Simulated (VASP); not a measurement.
Calculation: PBE GGA with D3 dispersion (zero damping), VASP's PBE PAW potentials (set 64) (plane waves; VASP).

Input for VASP

### INCAR
```
! general
SYSTEM   =  Ru
PREC     =  Accurate
ENCUT    =  520   ! plane-wave cut-off (eV)
LREAL    =  .FALSE.
LASPH    =  .TRUE.   ! aspherical one-centre terms

! electronic loop
EDIFF    =  1E-7   ! SCF stop (eV)
NELM     =  100
ALGO     =  Normal
LMAXMIX  =  4   ! l cut-off of mixed one-centre charges

! smearing
ISMEAR   =  1   ! Methfessel-Paxton
SIGMA    =  0.1

! functional
GGA      =  PE
IVDW     =  11   ! D3, zero damping

! ions
IBRION   =  2   ! conjugate gradients
NSW      =  30   ! most ionic steps
ISIF     =  4
EDIFFG   =  -0.01   ! ionic stop

! output
LWAVE    =  .FALSE.
LCHARG   =  .FALSE.
```

**POSCAR**
```
Ru
1
    1.3764248819    -2.3840379853     0.0000000000
    1.3764248819     2.3840379853     0.0000000000
    0.0000000000     0.0000000000     4.3400169872
Ru
2
Direct
  0.3333330000   0.6666670000   0.2500000000
  0.6666670000   0.3333330000   0.7500000000
```

File KPOINTS:
```
Automatic
0
Gamma
  15 15 9
```

POTCAR, in this order: Ru_pv (PBE.64 set). Program: vasp_std.

What VASP printed:

OSZICAR:
```
       N       E                     dE             d eps       ncg     rms          rms(c)
DAV:   1     0.285894572424E+03    0.28589E+03   -0.18149E+04  4868   0.172E+03
DAV:   2    -0.128536195274E+02   -0.29875E+03   -0.29295E+03  5080   0.492E+02
DAV:   3    -0.197507760365E+02   -0.68972E+01   -0.66171E+01  5226   0.787E+01
DAV:   4    -0.198361225721E+02   -0.85347E-01   -0.83199E-01  5692   0.725E+00
DAV:   5    -0.198372972590E+02   -0.11747E-02   -0.11746E-02  5322   0.860E-01    0.159E+01
DAV:   6    -0.185234145146E+02    0.13139E+01   -0.38276E+00  4902   0.200E+01    0.372E+00
DAV:   7    -0.184499196435E+02    0.73495E-01   -0.22866E-01  4994   0.439E+00    0.971E-01
DAV:   8    -0.184419281480E+02    0.79915E-02   -0.60270E-03  5118   0.903E-01    0.156E-01
DAV:   9    -0.184419414907E+02   -0.13343E-04   -0.51202E-04  6404   0.243E-01    0.464E-02
DAV:  10    -0.184419537694E+02   -0.12279E-04   -0.16300E-05  5276   0.409E-02    0.737E-03
DAV:  11    -0.184419555724E+02   -0.18030E-05   -0.98019E-07  5500   0.877E-03    0.347E-03
DAV:  12    -0.184419550570E+02    0.51537E-06   -0.50477E-08  2704   0.230E-03    0.533E-04
DAV:  13    -0.184419551492E+02   -0.92188E-07   -0.96801E-09  2474   0.926E-04
   1 F= -.19490172E+02 E0= -.19489691E+02  d E =-.194902E+02
       N       E                     dE             d eps       ncg     rms          rms(c)
DAV:   1    -0.184423091266E+02   -0.35407E-03   -0.11209E-02  4906   0.919E-01    0.105E-01
DAV:   2    -0.184420641934E+02    0.24493E-03   -0.35107E-04  4906   0.176E-01    0.423E-02
DAV:   3    -0.184420168186E+02    0.47375E-04   -0.15979E-04  5866   0.871E-02    0.945E-03
DAV:   4    -0.184420169287E+02   -0.11012E-06   -0.48417E-06  5860   0.258E-02    0.546E-03
DAV:   5    -0.184420168775E+02    0.51292E-07   -0.48219E-07  5238   0.516E-03
   2 F= -.19490181E+02 E0= -.19489712E+02  d E =-.884904E-05
```

File OUTCAR:
```
------------------------ aborting loop because EDIFF is reached ----------------------------------------
 Edisp (eV)   -1.04816
  FORCE on cell =-STRESS in cart. coord.  units (eV):
  Direction    XX          YY          ZZ          XY          YZ          ZX
  --------------------------------------------------------------------------------------
  Total      -3.02468    -3.02468    -3.05398    -0.00000     0.00000     0.00000
  in kB    -170.13837  -170.13839  -171.78672    -0.00000     0.00000     0.00000
  external pressure =     -170.69 kB  Pullay stress =        0.00 kB
  volume of cell :       28.48
      direct lattice vectors                 reciprocal lattice vectors
     1.375896756 -2.383123221 -0.000000000     0.363399360 -0.209808706 -0.000000000
     1.375896756  2.383123221  0.000000000     0.363399360  0.209808706  0.000000000
     0.000000000 -0.000000000  4.343349426     0.000000000 -0.000000000  0.230237059
 POSITION                                       TOTAL-FORCE (eV/Angst)
 -----------------------------------------------------------------------------------
      1.37590      0.79438      1.08584        -0.000000      0.000000      0.000000
      1.37590     -0.79438      3.25751         0.000000     -0.000000      0.000000
 -----------------------------------------------------------------------------------
    total drift:                                0.000016      0.000530     -0.000046
  FREE ENERGIE OF THE ION-ELECTRON SYSTEM (eV)
  ---------------------------------------------------
  free  energy   TOTEN  =       -19.4901809150 eV

  energy  without entropy=      -19.4887731126  energy(sigma->0) =      -19.48971165

 reached required accuracy - stopping structural energy minimisation
```
(Selected blocks of OUTCAR.)

**CONTCAR**
```
Ru
   1.00000000000000
     1.3758967556510084   -2.3831232206470667   -0.0000000000000000
     1.3758967556510084    2.3831232206470667    0.0000000000000000
     0.0000000000000000   -0.0000000000000000    4.3433494258275509
  Ru
     2
Direct
     0.3333330000000032    0.6666669999999968    0.2500000000000000
     0.6666669999999968    0.3333330000000032    0.7500000000000000
```

The compound is Ru in the hcp structure. This cell is one point of a volume scan, at 1.06 of the reference volume. Symmetry was kept, so distortions that lower it aren't found.
